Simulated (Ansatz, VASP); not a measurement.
# Cross-check of Ge (Germanium) between VASP and Ansatz, part 2 of 3

Wanted: the spread between two codes on one cell, functional and k mesh. The cell is taken from a series of runs on this material, whose earlier steps may have relaxed, scaled, displaced or heated it; both programs get it as it stands.

VASP 6.6.1 and Ansatz 0.2.0.

So far: The structure; Ansatz: zone-centre phonons, PBEsol.

**3. VASP: zone-centre phonons, PBEsol**

Level of this step: PBEsol; plane waves and PAW (Ge_d) (VASP).

The same cell, functional, mesh and smearing now go to VASP, with its own data sets.

Lines of VASP's logs that name or quote its potential files are left out, and so is its time.

INCAR reads:

```
SYSTEM = Ge
PREC = Accurate
ENCUT = 500
EDIFF = 1E-08
NELM = 120
ISMEAR = 0
SIGMA = 0.015
LREAL = .FALSE.
ALGO = Normal
GGA = PS
NBANDS = 20
LORBIT = 11
LWAVE = .FALSE.
LCHARG = .FALSE.
ISIF = 2
ISYM = 2
IBRION = 8
LASPH = .TRUE.
GGA_COMPAT = .FALSE.
EFERMI = MIDGAP
KPAR = 2
```

POSCAR reads:

```
Ge
1.0
    0.0000000000      2.7810167917      2.8803330704
    2.7810167917      0.0000000000      2.8803330704
    2.7810167917      2.7810167917      0.0000000000
Ge
2
Direct
    0.4999697252      0.4999697252      0.4999930461
    0.7500302748      0.7500302748      0.7500069539
```

KPOINTS reads:

```
Points of the shifted mesh
1728
Reciprocal
 0.0416666667  0.0416666667  0.0416666667 1
 0.0416666667  0.0416666667  0.1250000000 1
 0.0416666667  0.0416666667  0.2083333333 1
 0.0416666667  0.0416666667  0.2916666667 1
 0.0416666667  0.0416666667  0.3750000000 1
 0.0416666667  0.0416666667  0.4583333333 1
 0.0416666667  0.0416666667  0.5416666667 1
 0.0416666667  0.0416666667  0.6250000000 1
 0.0416666667  0.0416666667  0.7083333333 1
 0.0416666667  0.0416666667  0.7916666667 1
 0.0416666667  0.0416666667  0.8750000000 1
 0.0416666667  0.0416666667  0.9583333333 1
 0.0416666667  0.1250000000  0.0416666667 1
 0.0416666667  0.1250000000  0.1250000000 1
 0.0416666667  0.1250000000  0.2083333333 1
 0.0416666667  0.1250000000  0.2916666667 1
 0.0416666667  0.1250000000  0.3750000000 1
 0.0416666667  0.1250000000  0.4583333333 1
 0.0416666667  0.1250000000  0.5416666667 1
 0.0416666667  0.1250000000  0.6250000000 1
 0.0416666667  0.1250000000  0.7083333333 1
 0.0416666667  0.1250000000  0.7916666667 1
 0.0416666667  0.1250000000  0.8750000000 1
 0.0416666667  0.1250000000  0.9583333333 1
 0.0416666667  0.2083333333  0.0416666667 1
 0.0416666667  0.2083333333  0.1250000000 1
 0.0416666667  0.2083333333  0.2083333333 1
 0.0416666667  0.2083333333  0.2916666667 1
 0.0416666667  0.2083333333  0.3750000000 1
 0.0416666667  0.2083333333  0.4583333333 1
 0.0416666667  0.2083333333  0.5416666667 1
 0.0416666667  0.2083333333  0.6250000000 1
 0.0416666667  0.2083333333  0.7083333333 1
 0.0416666667  0.2083333333  0.7916666667 1
 0.0416666667  0.2083333333  0.8750000000 1
 0.0416666667  0.2083333333  0.9583333333 1
 0.0416666667  0.2916666667  0.0416666667 1
 0.0416666667  0.2916666667  0.1250000000 1
 0.0416666667  0.2916666667  0.2083333333 1
 0.0416666667  0.2916666667  0.2916666667 1
 0.0416666667  0.2916666667  0.3750000000 1
 0.0416666667  0.2916666667  0.4583333333 1
 0.0416666667  0.2916666667  0.5416666667 1
 0.0416666667  0.2916666667  0.6250000000 1
 0.0416666667  0.2916666667  0.7083333333 1
 0.0416666667  0.2916666667  0.7916666667 1
 0.0416666667  0.2916666667  0.8750000000 1
 0.0416666667  0.2916666667  0.9583333333 1
 0.0416666667  0.3750000000  0.0416666667 1
 0.0416666667  0.3750000000  0.1250000000 1
 0.0416666667  0.3750000000  0.2083333333 1
 0.0416666667  0.3750000000  0.2916666667 1
 0.0416666667  0.3750000000  0.3750000000 1
 0.0416666667  0.3750000000  0.4583333333 1
 0.0416666667  0.3750000000  0.5416666667 1
 0.0416666667  0.3750000000  0.6250000000 1
 0.0416666667  0.3750000000  0.7083333333 1
 0.0416666667  0.3750000000  0.7916666667 1
 0.0416666667  0.3750000000  0.8750000000 1
 0.0416666667  0.3750000000  0.9583333333 1
 0.0416666667  0.4583333333  0.0416666667 1
 0.0416666667  0.4583333333  0.1250000000 1
 0.0416666667  0.4583333333  0.2083333333 1
 0.0416666667  0.4583333333  0.2916666667 1
 0.0416666667  0.4583333333  0.3750000000 1
 0.0416666667  0.4583333333  0.4583333333 1
 0.0416666667  0.4583333333  0.5416666667 1
 0.0416666667  0.4583333333  0.6250000000 1
 0.0416666667  0.4583333333  0.7083333333 1
 0.0416666667  0.4583333333  0.7916666667 1
 0.0416666667  0.4583333333  0.8750000000 1
 0.0416666667  0.4583333333  0.9583333333 1
 0.0416666667  0.5416666667  0.0416666667 1
 0.0416666667  0.5416666667  0.1250000000 1
 0.0416666667  0.5416666667  0.2083333333 1
 0.0416666667  0.5416666667  0.2916666667 1
 0.0416666667  0.5416666667  0.3750000000 1
 0.0416666667  0.5416666667  0.4583333333 1
 0.0416666667  0.5416666667  0.5416666667 1
 0.0416666667  0.5416666667  0.6250000000 1
 0.0416666667  0.5416666667  0.7083333333 1
 0.0416666667  0.5416666667  0.7916666667 1
 0.0416666667  0.5416666667  0.8750000000 1
 0.0416666667  0.5416666667  0.9583333333 1
 0.0416666667  0.6250000000  0.0416666667 1
 0.0416666667  0.6250000000  0.1250000000 1
 0.0416666667  0.6250000000  0.2083333333 1
 0.0416666667  0.6250000000  0.2916666667 1
 0.0416666667  0.6250000000  0.3750000000 1
 0.0416666667  0.6250000000  0.4583333333 1
 0.0416666667  0.6250000000  0.5416666667 1
 0.0416666667  0.6250000000  0.6250000000 1
 0.0416666667  0.6250000000  0.7083333333 1
 0.0416666667  0.6250000000  0.7916666667 1
 0.0416666667  0.6250000000  0.8750000000 1
 0.0416666667  0.6250000000  0.9583333333 1
 0.0416666667  0.7083333333  0.0416666667 1
 0.0416666667  0.7083333333  0.1250000000 1
 0.0416666667  0.7083333333  0.2083333333 1
 0.0416666667  0.7083333333  0.2916666667 1
 0.0416666667  0.7083333333  0.3750000000 1
 0.0416666667  0.7083333333  0.4583333333 1
 0.0416666667  0.7083333333  0.5416666667 1
 0.0416666667  0.7083333333  0.6250000000 1
 0.0416666667  0.7083333333  0.7083333333 1
 0.0416666667  0.7083333333  0.7916666667 1
 0.0416666667  0.7083333333  0.8750000000 1
 0.0416666667  0.7083333333  0.9583333333 1
 0.0416666667  0.7916666667  0.0416666667 1
 0.0416666667  0.7916666667  0.1250000000 1
 0.0416666667  0.7916666667  0.2083333333 1
 0.0416666667  0.7916666667  0.2916666667 1
[... 1390 lines left out ...]
 0.8750000000  0.4583333333  0.1250000000 1
 0.8750000000  0.4583333333  0.2083333333 1
 0.8750000000  0.4583333333  0.2916666667 1
 0.8750000000  0.4583333333  0.3750000000 1
 0.8750000000  0.4583333333  0.4583333333 1
 0.8750000000  0.4583333333  0.5416666667 1
 0.8750000000  0.4583333333  0.6250000000 1
 0.8750000000  0.4583333333  0.7083333333 1
 0.8750000000  0.4583333333  0.7916666667 1
 0.8750000000  0.4583333333  0.8750000000 1
 0.8750000000  0.4583333333  0.9583333333 1
 0.8750000000  0.5416666667  0.0416666667 1
 0.8750000000  0.5416666667  0.1250000000 1
 0.8750000000  0.5416666667  0.2083333333 1
 0.8750000000  0.5416666667  0.2916666667 1
 0.8750000000  0.5416666667  0.3750000000 1
 0.8750000000  0.5416666667  0.4583333333 1
 0.8750000000  0.5416666667  0.5416666667 1
 0.8750000000  0.5416666667  0.6250000000 1
 0.8750000000  0.5416666667  0.7083333333 1
 0.8750000000  0.5416666667  0.7916666667 1
 0.8750000000  0.5416666667  0.8750000000 1
 0.8750000000  0.5416666667  0.9583333333 1
 0.8750000000  0.6250000000  0.0416666667 1
 0.8750000000  0.6250000000  0.1250000000 1
 0.8750000000  0.6250000000  0.2083333333 1
 0.8750000000  0.6250000000  0.2916666667 1
 0.8750000000  0.6250000000  0.3750000000 1
 0.8750000000  0.6250000000  0.4583333333 1
 0.8750000000  0.6250000000  0.5416666667 1
 0.8750000000  0.6250000000  0.6250000000 1
 0.8750000000  0.6250000000  0.7083333333 1
 0.8750000000  0.6250000000  0.7916666667 1
 0.8750000000  0.6250000000  0.8750000000 1
 0.8750000000  0.6250000000  0.9583333333 1
 0.8750000000  0.7083333333  0.0416666667 1
 0.8750000000  0.7083333333  0.1250000000 1
 0.8750000000  0.7083333333  0.2083333333 1
 0.8750000000  0.7083333333  0.2916666667 1
 0.8750000000  0.7083333333  0.3750000000 1
 0.8750000000  0.7083333333  0.4583333333 1
 0.8750000000  0.7083333333  0.5416666667 1
 0.8750000000  0.7083333333  0.6250000000 1
 0.8750000000  0.7083333333  0.7083333333 1
 0.8750000000  0.7083333333  0.7916666667 1
 0.8750000000  0.7083333333  0.8750000000 1
 0.8750000000  0.7083333333  0.9583333333 1
 0.8750000000  0.7916666667  0.0416666667 1
 0.8750000000  0.7916666667  0.1250000000 1
 0.8750000000  0.7916666667  0.2083333333 1
 0.8750000000  0.7916666667  0.2916666667 1
 0.8750000000  0.7916666667  0.3750000000 1
 0.8750000000  0.7916666667  0.4583333333 1
 0.8750000000  0.7916666667  0.5416666667 1
 0.8750000000  0.7916666667  0.6250000000 1
 0.8750000000  0.7916666667  0.7083333333 1
 0.8750000000  0.7916666667  0.7916666667 1
 0.8750000000  0.7916666667  0.8750000000 1
 0.8750000000  0.7916666667  0.9583333333 1
 0.8750000000  0.8750000000  0.0416666667 1
 0.8750000000  0.8750000000  0.1250000000 1
 0.8750000000  0.8750000000  0.2083333333 1
 0.8750000000  0.8750000000  0.2916666667 1
 0.8750000000  0.8750000000  0.3750000000 1
 0.8750000000  0.8750000000  0.4583333333 1
 0.8750000000  0.8750000000  0.5416666667 1
 0.8750000000  0.8750000000  0.6250000000 1
 0.8750000000  0.8750000000  0.7083333333 1
 0.8750000000  0.8750000000  0.7916666667 1
 0.8750000000  0.8750000000  0.8750000000 1
 0.8750000000  0.8750000000  0.9583333333 1
 0.8750000000  0.9583333333  0.0416666667 1
 0.8750000000  0.9583333333  0.1250000000 1
 0.8750000000  0.9583333333  0.2083333333 1
 0.8750000000  0.9583333333  0.2916666667 1
 0.8750000000  0.9583333333  0.3750000000 1
 0.8750000000  0.9583333333  0.4583333333 1
 0.8750000000  0.9583333333  0.5416666667 1
 0.8750000000  0.9583333333  0.6250000000 1
 0.8750000000  0.9583333333  0.7083333333 1
 0.8750000000  0.9583333333  0.7916666667 1
 0.8750000000  0.9583333333  0.8750000000 1
 0.8750000000  0.9583333333  0.9583333333 1
 0.9583333333  0.0416666667  0.0416666667 1
 0.9583333333  0.0416666667  0.1250000000 1
 0.9583333333  0.0416666667  0.2083333333 1
 0.9583333333  0.0416666667  0.2916666667 1
 0.9583333333  0.0416666667  0.3750000000 1
 0.9583333333  0.0416666667  0.4583333333 1
 0.9583333333  0.0416666667  0.5416666667 1
 0.9583333333  0.0416666667  0.6250000000 1
 0.9583333333  0.0416666667  0.7083333333 1
 0.9583333333  0.0416666667  0.7916666667 1
 0.9583333333  0.0416666667  0.8750000000 1
 0.9583333333  0.0416666667  0.9583333333 1
 0.9583333333  0.1250000000  0.0416666667 1
 0.9583333333  0.1250000000  0.1250000000 1
 0.9583333333  0.1250000000  0.2083333333 1
 0.9583333333  0.1250000000  0.2916666667 1
 0.9583333333  0.1250000000  0.3750000000 1
 0.9583333333  0.1250000000  0.4583333333 1
 0.9583333333  0.1250000000  0.5416666667 1
 0.9583333333  0.1250000000  0.6250000000 1
 0.9583333333  0.1250000000  0.7083333333 1
 0.9583333333  0.1250000000  0.7916666667 1
 0.9583333333  0.1250000000  0.8750000000 1
 0.9583333333  0.1250000000  0.9583333333 1
 0.9583333333  0.2083333333  0.0416666667 1
 0.9583333333  0.2083333333  0.1250000000 1
 0.9583333333  0.2083333333  0.2083333333 1
 0.9583333333  0.2083333333  0.2916666667 1
 0.9583333333  0.2083333333  0.3750000000 1
 0.9583333333  0.2083333333  0.4583333333 1
 0.9583333333  0.2083333333  0.5416666667 1
 0.9583333333  0.2083333333  0.6250000000 1
 0.9583333333  0.2083333333  0.7083333333 1
 0.9583333333  0.2083333333  0.7916666667 1
 0.9583333333  0.2083333333  0.8750000000 1
 0.9583333333  0.2083333333  0.9583333333 1
 0.9583333333  0.2916666667  0.0416666667 1
 0.9583333333  0.2916666667  0.1250000000 1
 0.9583333333  0.2916666667  0.2083333333 1
 0.9583333333  0.2916666667  0.2916666667 1
 0.9583333333  0.2916666667  0.3750000000 1
 0.9583333333  0.2916666667  0.4583333333 1
 0.9583333333  0.2916666667  0.5416666667 1
 0.9583333333  0.2916666667  0.6250000000 1
 0.9583333333  0.2916666667  0.7083333333 1
 0.9583333333  0.2916666667  0.7916666667 1
 0.9583333333  0.2916666667  0.8750000000 1
 0.9583333333  0.2916666667  0.9583333333 1
 0.9583333333  0.3750000000  0.0416666667 1
 0.9583333333  0.3750000000  0.1250000000 1
 0.9583333333  0.3750000000  0.2083333333 1
 0.9583333333  0.3750000000  0.2916666667 1
 0.9583333333  0.3750000000  0.3750000000 1
 0.9583333333  0.3750000000  0.4583333333 1
 0.9583333333  0.3750000000  0.5416666667 1
 0.9583333333  0.3750000000  0.6250000000 1
 0.9583333333  0.3750000000  0.7083333333 1
 0.9583333333  0.3750000000  0.7916666667 1
 0.9583333333  0.3750000000  0.8750000000 1
 0.9583333333  0.3750000000  0.9583333333 1
 0.9583333333  0.4583333333  0.0416666667 1
 0.9583333333  0.4583333333  0.1250000000 1
 0.9583333333  0.4583333333  0.2083333333 1
 0.9583333333  0.4583333333  0.2916666667 1
 0.9583333333  0.4583333333  0.3750000000 1
 0.9583333333  0.4583333333  0.4583333333 1
 0.9583333333  0.4583333333  0.5416666667 1
 0.9583333333  0.4583333333  0.6250000000 1
 0.9583333333  0.4583333333  0.7083333333 1
 0.9583333333  0.4583333333  0.7916666667 1
 0.9583333333  0.4583333333  0.8750000000 1
 0.9583333333  0.4583333333  0.9583333333 1
 0.9583333333  0.5416666667  0.0416666667 1
 0.9583333333  0.5416666667  0.1250000000 1
 0.9583333333  0.5416666667  0.2083333333 1
 0.9583333333  0.5416666667  0.2916666667 1
 0.9583333333  0.5416666667  0.3750000000 1
 0.9583333333  0.5416666667  0.4583333333 1
 0.9583333333  0.5416666667  0.5416666667 1
 0.9583333333  0.5416666667  0.6250000000 1
 0.9583333333  0.5416666667  0.7083333333 1
 0.9583333333  0.5416666667  0.7916666667 1
 0.9583333333  0.5416666667  0.8750000000 1
 0.9583333333  0.5416666667  0.9583333333 1
 0.9583333333  0.6250000000  0.0416666667 1
 0.9583333333  0.6250000000  0.1250000000 1
 0.9583333333  0.6250000000  0.2083333333 1
 0.9583333333  0.6250000000  0.2916666667 1
 0.9583333333  0.6250000000  0.3750000000 1
 0.9583333333  0.6250000000  0.4583333333 1
 0.9583333333  0.6250000000  0.5416666667 1
 0.9583333333  0.6250000000  0.6250000000 1
 0.9583333333  0.6250000000  0.7083333333 1
 0.9583333333  0.6250000000  0.7916666667 1
 0.9583333333  0.6250000000  0.8750000000 1
 0.9583333333  0.6250000000  0.9583333333 1
 0.9583333333  0.7083333333  0.0416666667 1
 0.9583333333  0.7083333333  0.1250000000 1
 0.9583333333  0.7083333333  0.2083333333 1
 0.9583333333  0.7083333333  0.2916666667 1
 0.9583333333  0.7083333333  0.3750000000 1
 0.9583333333  0.7083333333  0.4583333333 1
 0.9583333333  0.7083333333  0.5416666667 1
 0.9583333333  0.7083333333  0.6250000000 1
 0.9583333333  0.7083333333  0.7083333333 1
 0.9583333333  0.7083333333  0.7916666667 1
 0.9583333333  0.7083333333  0.8750000000 1
 0.9583333333  0.7083333333  0.9583333333 1
 0.9583333333  0.7916666667  0.0416666667 1
 0.9583333333  0.7916666667  0.1250000000 1
 0.9583333333  0.7916666667  0.2083333333 1
 0.9583333333  0.7916666667  0.2916666667 1
 0.9583333333  0.7916666667  0.3750000000 1
 0.9583333333  0.7916666667  0.4583333333 1
 0.9583333333  0.7916666667  0.5416666667 1
 0.9583333333  0.7916666667  0.6250000000 1
 0.9583333333  0.7916666667  0.7083333333 1
 0.9583333333  0.7916666667  0.7916666667 1
 0.9583333333  0.7916666667  0.8750000000 1
 0.9583333333  0.7916666667  0.9583333333 1
 0.9583333333  0.8750000000  0.0416666667 1
 0.9583333333  0.8750000000  0.1250000000 1
 0.9583333333  0.8750000000  0.2083333333 1
 0.9583333333  0.8750000000  0.2916666667 1
 0.9583333333  0.8750000000  0.3750000000 1
 0.9583333333  0.8750000000  0.4583333333 1
 0.9583333333  0.8750000000  0.5416666667 1
 0.9583333333  0.8750000000  0.6250000000 1
 0.9583333333  0.8750000000  0.7083333333 1
 0.9583333333  0.8750000000  0.7916666667 1
 0.9583333333  0.8750000000  0.8750000000 1
 0.9583333333  0.8750000000  0.9583333333 1
 0.9583333333  0.9583333333  0.0416666667 1
 0.9583333333  0.9583333333  0.1250000000 1
 0.9583333333  0.9583333333  0.2083333333 1
 0.9583333333  0.9583333333  0.2916666667 1
 0.9583333333  0.9583333333  0.3750000000 1
 0.9583333333  0.9583333333  0.4583333333 1
 0.9583333333  0.9583333333  0.5416666667 1
 0.9583333333  0.9583333333  0.6250000000 1
 0.9583333333  0.9583333333  0.7083333333 1
 0.9583333333  0.9583333333  0.7916666667 1
 0.9583333333  0.9583333333  0.8750000000 1
 0.9583333333  0.9583333333  0.9583333333 1
```

PAW data sets: Ge_d (PBE family, release 64).

On the command line:

```sh
> mpirun -np 2 vasp_std
```

Log:

```text
[banner, memory and clock lines left out]
running    2 mpi-ranks, on    1 nodes
 distrk:  each k-point on    1 cores,    2 groups
 distr:  one band on    1 cores,    1 groups

 POSCAR found type information on POSCAR Ge
 POSCAR found :  1 types and       2 ions
|                                                                             |
|               ----> ADVICE to this user running VASP <----                  |
|                                                                             |
|     You enforced a specific xc type in the INCAR file but a different       |
|     [... a line on the potential file left out ...]
|     I HOPE YOU KNOW WHAT YOU ARE DOING!                                     |
|                                                                             |

 LDA part: xc-table for (Slater+PW92), standard interpolation
 POSCAR, INCAR and KPOINTS ok, starting setup
 FFT: planning ... GRIDC
 FFT: planning ... GRID_SOFT
 FFT: planning ... GRID
 WAVECAR not read
 entering main loop
       N       E                     dE             d eps       ncg     rms          rms(c)
DAV:   1     0.182056310553E+03    0.18206E+03   -0.14601E+04 74520   0.376E+03
DAV:   2     0.154956249835E+02   -0.16656E+03   -0.16209E+03 69224   0.586E+02
DAV:   3    -0.922100296622E+01   -0.24717E+02   -0.24542E+02 77952   0.144E+02
DAV:   4    -0.100060299962E+02   -0.78503E+00   -0.78442E+00 78240   0.303E+01
DAV:   5    -0.100189013661E+02   -0.12871E-01   -0.12871E-01 77388   0.423E+00    0.333E+00
DAV:   6    -0.991043562205E+01    0.10847E+00   -0.38241E-02 90136   0.238E+00    0.189E+00
DAV:   7    -0.985883603090E+01    0.51600E-01   -0.64093E-02 72328   0.255E+00    0.157E-01
DAV:   8    -0.985987658342E+01   -0.10406E-02   -0.70954E-03 78920   0.121E+00    0.520E-02
DAV:   9    -0.985997957381E+01   -0.10299E-03   -0.23206E-04 77588   0.212E-01    0.101E-02
DAV:  10    -0.985999062665E+01   -0.11053E-04   -0.17383E-05 90816   0.378E-02    0.532E-03
DAV:  11    -0.985999176311E+01   -0.11365E-05   -0.40469E-06 92416   0.311E-02    0.131E-03
DAV:  12    -0.985999136277E+01    0.40033E-06   -0.73590E-07 92304   0.171E-02    0.295E-04
DAV:  13    -0.985999134013E+01    0.22638E-07   -0.15759E-08 63888   0.128E-03    0.148E-04
DAV:  14    -0.985999131236E+01    0.27780E-07   -0.54406E-09 45796   0.144E-03    0.258E-05
DAV:  15    -0.985999131316E+01   -0.80854E-09   -0.83560E-10 39800   0.400E-04
   1 F= -.98599913E+01 E0= -.98599913E+01  d E =-.129331E-10
 Linear response reoptimize wavefunctions to high precision
DAV:   1    -0.985999131570E+01   -0.25402E-08   -0.21467E-10 42740   0.201E-04
DAV:   2    -0.985999131570E+01    0.72760E-11   -0.57092E-11 38192   0.993E-05
 Linear response DOF=           2
 Linear response progress:
  Degree of freedom:   1/  2
       N       E                     dE             d eps       ncg     rms          rms(c)
RMM:   1    -0.186446057268E+00   -0.18645E+00    0.85573E+00 84063   0.453E+01
RMM:   2    -0.193645526525E+00   -0.71995E-02   -0.13298E-02111404   0.111E+00    0.746E-02
RMM:   3    -0.193674440990E+00   -0.28914E-04   -0.95847E-04119013   0.320E-01    0.432E-02
RMM:   4    -0.193579082048E+00    0.95359E-04   -0.63798E-05126786   0.806E-02    0.479E-03
RMM:   5    -0.193581464308E+00   -0.23823E-05   -0.35915E-06121838   0.175E-02    0.250E-03
RMM:   6    -0.193588845210E+00   -0.73809E-05   -0.22495E-07124235   0.496E-03    0.323E-04
RMM:   7    -0.193587835601E+00    0.10096E-05   -0.27701E-08127266   0.148E-03    0.195E-04
RMM:   8    -0.193586646883E+00    0.11887E-05   -0.48597E-09129340   0.535E-04    0.398E-05
RMM:   9    -0.193586563641E+00    0.83243E-07   -0.45311E-09129883   0.217E-04    0.195E-05
RMM:  10    -0.193586690451E+00   -0.12681E-06   -0.54985E-10130588   0.973E-05    0.514E-06
RMM:  11    -0.193586713394E+00   -0.22942E-07   -0.10565E-08130839   0.532E-05    0.269E-06
RMM:  12    -0.193586734645E+00   -0.21251E-07   -0.11482E-08126754   0.347E-05    0.164E-06
RMM:  13    -0.193586748825E+00   -0.14181E-07    0.47092E-10113660   0.268E-05    0.377E-07
RMM:  14    -0.193586752117E+00   -0.32921E-08   -0.32455E-10 96684   0.229E-05    0.605E-08
 first order change of Fermi-energy   0.72087E+00
 force on displaced ion       1 direction 1 : -11.693   0.005  -0.001
 Linear response progress:
  Degree of freedom:   2/  2
       N       E                     dE             d eps       ncg     rms          rms(c)
RMM:   1    -0.186791011931E+00   -0.18679E+00    0.83109E+00 83923   0.448E+01
RMM:   2    -0.194023704301E+00   -0.72327E-02   -0.13527E-02111657   0.111E+00    0.769E-02
RMM:   3    -0.194058402224E+00   -0.34698E-04   -0.96015E-04119193   0.318E-01    0.444E-02
RMM:   4    -0.193971261153E+00    0.87141E-04   -0.62541E-05126978   0.803E-02    0.465E-03
RMM:   5    -0.193972782636E+00   -0.15215E-05   -0.35219E-06121948   0.174E-02    0.248E-03
RMM:   6    -0.193978844503E+00   -0.60619E-05   -0.20677E-07123588   0.486E-03    0.293E-04
RMM:   7    -0.193977723070E+00    0.11214E-05   -0.38819E-08127310   0.151E-03    0.182E-04
RMM:   8    -0.193976425936E+00    0.12971E-05   -0.80968E-10128268   0.548E-04    0.405E-05
RMM:   9    -0.193976362578E+00    0.63358E-07   -0.27450E-09129971   0.225E-04    0.202E-05
RMM:  10    -0.193976509418E+00   -0.14684E-06   -0.62375E-10130140   0.983E-05    0.569E-06
RMM:  11    -0.193976534982E+00   -0.25564E-07   -0.12650E-08130909   0.516E-05    0.282E-06
RMM:  12    -0.193976558152E+00   -0.23170E-07   -0.10698E-08127551   0.322E-05    0.148E-06
RMM:  13    -0.193976569801E+00   -0.11648E-07   -0.15900E-09109203   0.237E-05    0.416E-07
RMM:  14    -0.193976572717E+00   -0.29161E-08   -0.20493E-09 95638   0.196E-05    0.138E-07
 first order change of Fermi-energy   0.30482E+01
 force on displaced ion       1 direction 3 :  -0.001  -0.001 -11.830
 Linear response finished
```

[end of part 2 of 3]

[Lines on the potential files, build, host, timing and source positions are cut from VASP's logs without a mark.]

[Logs are printed without paths, hosts, clocks, repeated set-up lines and the standing remarks that a program may print on its own settings, such as how far it seeks lower states.]

[Hosts, paths, dates, database ids (printed as entryN), source tags and the programs' standing remarks are cut or masked in the printed files.]
